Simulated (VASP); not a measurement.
Wanted: the native input for a VASP 6.6.1 run.

```yaml
Task: single point
Functional: PBEsol
Potentials_or_basis: VASP PAW PBE potentials, release 64 (Hf_pv, B)
Cutoff: 520 eV
k_mesh: 10 × 10 × 8
Occupations: fermi-dirac, width 0.1 eV
Spin: no spin polarisation
Dipole_correction: no
Further_INCAR_settings: ALGO = Normal; EDIFF = 1e-07; NBANDS = 15
```

The structure of HfB2 lies in POSCAR:

```
HfB2
1.0
    3.1400000000      0.0000000000      0.0000000000
   -1.5700000000      2.7193197700      0.0000000000
    0.0000000000      0.0000000000      3.4800000000
Hf B
1 2
Direct
    0.0000000000      0.0000000000      0.0000000000
    0.3333333333      0.6666666667      0.5000000000
    0.6666666667      0.3333333333      0.5000000000
```

These files were run (other wordings do the same):

INCAR

```
SYSTEM = HfB2
PREC = Accurate
ENCUT = 520
EDIFF = 1E-7
ISMEAR = -1
SIGMA = 0.1
LREAL = .False.
LASPH = .True.
NELM = 100
ALGO = Normal
ISIF = 2
LWAVE = .False.
LCHARG = .False.
GGA = PS
NBANDS = 15
```

KPOINTS

```
Automatic mesh
0
Gamma
  10 10 8
  0 0 0
```

Potentials or basis: VASP PAW PBE potentials, release 64 (Hf_pv, B).

Launch:

```bash
$ cat potpaw_PBE.64/Hf_pv/POTCAR potpaw_PBE.64/B/POTCAR > POTCAR
$ mpirun -np 1 vasp_std > vasp.out
```

Results of the run:

| Property | Result |
| --- | --- |
| Pressure | -4.4 GPa |
| Band gap on the k mesh | none (metal or under the smearing width) |

Caveat: the PAW data sets were made with another functional, which shifts forces and pressure a little.

Run time: 18 s on 1 thread of Intel(R) Xeon(R) Platinum 8488C (Sapphire Rapids), with other jobs on the host, peak memory 0.16 GiB.
